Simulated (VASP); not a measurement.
OSZICAR of a VASP run on LaP (a trial cell in the PtS structure, space group P4_2/mmc):

### OSZICAR
```
       N       E                     dE             d eps       ncg     rms          rms(c)
DAV:   1     0.330979192114E+03    0.33098E+03   -0.10157E+04   480   0.159E+03
DAV:   2     0.367223531003E+02   -0.29426E+03   -0.28987E+03   776   0.346E+02
DAV:   3    -0.215766245316E+02   -0.58299E+02   -0.57815E+02   776   0.190E+02
DAV:   4    -0.256161113642E+02   -0.40395E+01   -0.39826E+01   904   0.468E+01
DAV:   5    -0.260720565204E+02   -0.45595E+00   -0.45465E+00   840   0.144E+01    0.719E+00
DAV:   6    -0.237649352848E+02    0.23071E+01   -0.77173E+00   872   0.162E+01    0.444E+00
DAV:   7    -0.235440566892E+02    0.22088E+00   -0.11297E+00   856   0.921E+00    0.240E+00
DAV:   8    -0.235441030734E+02   -0.46384E-04   -0.13593E-01   912   0.339E+00    0.734E-01
DAV:   9    -0.235463335473E+02   -0.22305E-02   -0.26192E-02   952   0.123E+00    0.314E-01
DAV:  10    -0.235478221043E+02   -0.14886E-02   -0.49148E-03   776   0.773E-01    0.553E-02
DAV:  11    -0.235478379826E+02   -0.15878E-04   -0.81276E-04   744   0.274E-01    0.241E-02
DAV:  12    -0.235478573928E+02   -0.19410E-04   -0.17731E-04   784   0.852E-02    0.109E-02
DAV:  13    -0.235478674139E+02   -0.10021E-04   -0.21001E-05   728   0.343E-02    0.843E-03
DAV:  14    -0.235478676015E+02   -0.18760E-06   -0.18678E-06   456   0.147E-02
   1 F= -.23547868E+02 E0= -.23547609E+02  d E =-.103634E-02
```

Which electronic solver shows in the log?

It is blocked Davidson (ALGO = Normal, or the opening steps of other solvers). The INCAR had ALGO = Normal.

Can the final energy be trusted as converged?

Self-consistency was reached. It stopped with EDIFF = 1E-6, NELM = 100 (PBE GGA, plane waves, VASP's PBE PAW potentials (set 64)).

The structure was generated: LaP was put into the PtS type (P4_2/mmc), which need not be its known phase. The cell was not relaxed at this level. The run is one of a series of settings (ISMEAR = 2 against the base run), some of them coarse on purpose.
